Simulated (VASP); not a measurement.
Input for VASP

KPOINTS:
```
Automatic mesh
0
Gamma
7 7 4
0 0 0
```

### POSCAR
```
ZnO
1.0
  1.6686323446  -2.8901564728   0.0000000000
  1.6686323446   2.8901564728   0.0000000000
  0.0000000000   0.0000000000   5.4060259703
Zn O
2 2
Cartesian
  1.6686323446  -0.9633874177   2.7132310473
  1.6686323446   0.9633874177   0.0102180621
  1.6686323446  -0.9633874177   4.7578968437
  1.6686323446   0.9633874177   2.0548838585
```

**INCAR**
```
AGGAC = 0.0
ALGO = Normal
SIGMA = 0.05   ! width (eV)
ISIF = 3
EDIFF = 1E-6   ! SCF stop (eV)
ZAB_VDW = -1.8867
ISMEAR = 0
SYSTEM = ZnO
PREC = Accurate
NELM = 100
LREAL = .FALSE.   ! projection in real space or not
IBRION = 2
EDIFFG = -0.02   ! ionic stop
LUSE_VDW = .TRUE.
LCHARG = .FALSE.
LASPH = .TRUE.   ! aspherical one-centre terms
LMAXMIX = 4   ! l cut-off of mixed one-centre charges
ENCUT = 520   ! plane-wave cut-off (eV)
GGA = ML
LWAVE = .FALSE.
NSW = 60   ! most ionic steps
```

POTCAR, in this order: Zn O (PBE.64 set). Program: vasp_std.

**Question.** Write an equivalent input for Quantum ESPRESSO's pw.x.

**Answer.** One equivalent input (not run):
```
&CONTROL
  calculation = 'vc-relax'
  pseudo_dir = './pseudo'
  outdir = './out'
  tprnfor = .true.
  tstress = .true.
  nstep = 60
  forc_conv_thr = 0.00078
/
&SYSTEM
  ibrav = 0
  nat = 4
  ntyp = 2
  ecutwfc = 84
  occupations = 'smearing'
  smearing = 'gaussian'
  degauss = 0.003675
  input_dft = 'vdw-df2'
/
&ELECTRONS
  conv_thr = 7.3e-08
  electron_maxstep = 100
/
&IONS
/
&CELL
/
ATOMIC_SPECIES
  Zn 65.380 Zn.upf
  O 15.999 O.upf
CELL_PARAMETERS angstrom
     1.6686323   -2.8901565    0.0000000
     1.6686323    2.8901565   -0.0000000
     0.0000000    0.0000000    5.4060260
ATOMIC_POSITIONS crystal
  Zn   0.6666670  0.3333330  0.5018901
  Zn   0.3333330  0.6666670  0.0018901
  O    0.6666670  0.3333330  0.8801099
  O    0.3333330  0.6666670  0.3801099
K_POINTS automatic
  7 7 4 0 0 0
```
Limits of the translation: the potentials are each code's own (VASP's PAW set, PseudoDojo norm-conserving files in pw.x), so ENCUT and ecutwfc are chosen apart and not converted; conv_thr bounds pw.x's estimated SCF error, while EDIFF bounds the energy change between steps; forc_conv_thr acts on force components and is met together with etot_conv_thr.

The compound is ZnO in the wurtzite structure. It was relaxed first, which changed the volume by +9 %. The start is the result of an earlier pass.
